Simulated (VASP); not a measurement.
Output of a VASP run:

OSZICAR:
```
       N       E                     dE             d eps       ncg     rms          rms(c)
DAV:   1     0.125373808418E+02    0.12537E+02   -0.42631E+03   896   0.904E+02
DAV:   2    -0.115649791121E+02   -0.24102E+02   -0.23721E+02  1448   0.114E+02
DAV:   3    -0.118207881405E+02   -0.25581E+00   -0.25581E+00  1072   0.152E+01
DAV:   4    -0.118213344074E+02   -0.54627E-03   -0.54627E-03  1456   0.726E-01
DAV:   5    -0.118213348856E+02   -0.47819E-06   -0.47819E-06  1096   0.144E-02    0.707E+00
DAV:   6    -0.113000082514E+02    0.52133E+00   -0.13104E+00   984   0.606E+00    0.390E+00
DAV:   7    -0.112110862179E+02    0.88922E-01   -0.27497E-01  1328   0.308E+00    0.123E+00
DAV:   8    -0.112047270095E+02    0.63592E-02   -0.26779E-02  1024   0.113E+00    0.198E-01
DAV:   9    -0.112049458044E+02   -0.21879E-03   -0.42276E-04  1248   0.194E-01    0.118E-01
DAV:  10    -0.112050615492E+02   -0.11574E-03   -0.20040E-04   960   0.111E-01    0.239E-02
DAV:  11    -0.112050695911E+02   -0.80420E-05   -0.89285E-06  1256   0.279E-02    0.323E-02
DAV:  12    -0.112050701140E+02   -0.52290E-06   -0.29698E-06  1024   0.107E-02    0.837E-03
DAV:  13    -0.112050701238E+02   -0.97810E-08   -0.58934E-08   672   0.236E-03
   1 F= -.11205070E+02 E0= -.11205070E+02  d E =0.000000E+00
```

OUTCAR:
```
------------------------ aborting loop because EDIFF is reached ----------------------------------------
  FORCE on cell =-STRESS in cart. coord.  units (eV):
  Direction    XX          YY          ZZ          XY          YZ          ZX
  --------------------------------------------------------------------------------------
  Total        0.0001160      0.0001160      0.0001160      0.0000000      0.0000000      0.0000000
  in kB        0.0079562      0.0079562      0.0079562      0.0000000      0.0000000      0.0000000
  external PRESSURE =       0.0079562 kB  Pullay stress =       0.0000000 kB
  volume of cell :       23.36
      direct lattice vectors                 reciprocal lattice vectors
     0.000000000  2.268930601  2.268930601    -0.220368133  0.220368133  0.220368133
     2.268930601  0.000000000  2.268930601     0.220368133 -0.220368133  0.220368133
     2.268930601  2.268930601  0.000000000     0.220368133  0.220368133 -0.220368133
  FREE ENERGIE OF THE ION-ELECTRON SYSTEM (eV)
  ---------------------------------------------------
  free  energy   TOTEN  =       -11.2050701238 eV

  energy  without entropy=      -11.2050701238  energy(sigma->0) =      -11.20507012

 total charge

# of ion       s       p       d       tot
------------------------------------------
    1        0.666   1.269   0.000   1.935
    2        0.989   1.577   0.000   2.567
--------------------------------------------------
tot          1.656   2.846   0.000   4.502
```
(Selected blocks of OUTCAR.)

File POSCAR:
```
BP
1
   -0.0000000000     2.2689306011     2.2689306011
    2.2689306011    -0.0000000000     2.2689306011
    2.2689306011     2.2689306011     0.0000000000
B P
1 1
Direct
  0.0000000000   0.0000000000   0.0000000000
  0.2500000000   0.2500000000   0.2500000000
```

Question: Reconstruct the remaining input files.

Answer: One answer among several that fit: the input of the run itself, vdW-DF-cx, plane waves, VASP's PBE PAW potentials (set 64).

### KPOINTS
```
Automatic mesh
0
Gamma
11 11 11
0 0 0
```

INCAR:
```
! general
SYSTEM  =BP
PREC    =Accurate
ENCUT   =520
LREAL   =F
LASPH   =T

! electronic loop
EDIFF   =1E-7
NELM    =100
ALGO    =Normal

! smearing
ISMEAR  =-5

! functional
GGA     =CX
LUSE_VDW=T
AGGAC   =0.0

! ions
ISIF    =2

! output
LWAVE   =F
LCHARG  =T
LORBIT  =11
NEDOS   =601
```

POTCAR, in this order: B P (PBE.64 set). Program: vasp_std.

The compound is BP in the zinc blende structure. It was relaxed first.
